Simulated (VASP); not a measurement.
SiSe, 2 atoms in the cell. Symmetry: P-6m2, No. 187, hexagonal system. Conventional cell: a = 3.595 Å, b = 3.595 Å, c = 3.599 Å, α = 90.00°, β = 90.00°, γ = 120.00°. Si (site symmetry -6m2) has 6 Se at 2.75 Å as nearest neighbours. Around Se (site symmetry -6m2) lie 6 Si at 2.75 Å. The cell was built by a generator and needn't be a form met in nature.

```yaml
Program: VASP 6.6.1
Task: electron localisation function
Functional: PBE
Potentials_or_basis: VASP PAW PBE potentials, release 64 (Si, Se)
Cutoff: 520 eV
k_mesh: 9 × 9 × 7
Occupations: gaussian, width 0.02 eV
Spin: no spin polarisation
Further_INCAR_settings: ALGO = Fast; EDIFF = 1e-06
```

Potentials or basis: VASP PAW PBE potentials, release 64 (Si, Se).

The run is started by

```sh
$ cat potpaw_PBE.64/Si/POTCAR potpaw_PBE.64/Se/POTCAR > POTCAR
$ mpirun -np 1 vasp_std > vasp.out
```

Hardware: 1 thread of AMD EPYC 9R45 96-Core Processor (Zen 5), on a shared host.

Q: Estimate the wall time of this run.

A: It took 16 s on 1 thread of AMD EPYC 9R45 96-Core Processor (Zen 5), on a shared host, peak memory 0.15 GiB. Counts: scf iterations 12, k points 100.
